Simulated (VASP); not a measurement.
Given:

```
NiSi2
1.0
    0.00000     2.73638     2.73638
    2.73638     0.00000     2.73638
    2.73638     2.73638     0.00000
Si Ni
2 1
Cartesian
  1.36819   1.36819   1.36819
  4.10457   4.10457   4.10457
  0.00000   0.00000   0.00000
```

The numbers are results of PBE GGA, VASP's PBE PAW potentials (set 64) (plane waves; VASP), not measurements. Run with 300 eV cut-off, 14×14×14 Γ-centred mesh, Fermi-Dirac smearing of 0.050 eV, potentials Si Ni.

Q: Give the energies of bands 2 to 12 at the high-symmetry points, in eV from the Fermi level.

A: 
```
band      Γ      X      U      L      W
----  -----  -----  -----  -----  -----
2     -4.95  -7.75  -8.67  -9.78  -8.73
3     -4.95  -7.13  -7.15  -4.53  -6.82
4     -4.95  -4.35  -4.75  -4.53  -6.43
5     -3.30  -4.35  -4.20  -3.52  -3.52
6     -3.30  -3.40  -3.58  -3.12  -3.52
7     -0.58  -3.40  -3.22  -3.12  -3.39
8      1.66  -3.23  -2.75  -1.34  -2.98
9      1.66  -2.92  -2.48  -1.34  -2.29
10     1.66  -0.45   0.18   1.74   2.14
11     2.35   1.51   3.69   1.80   2.14
12     2.35   7.80   4.63   1.80   4.73
```

It has no gap at this level: it comes out as a metal or semimetal.

The structure is a typed NiSi2 crystal. The cell was not relaxed at this level. The run is not spin-polarised, so no magnetic state was tried.
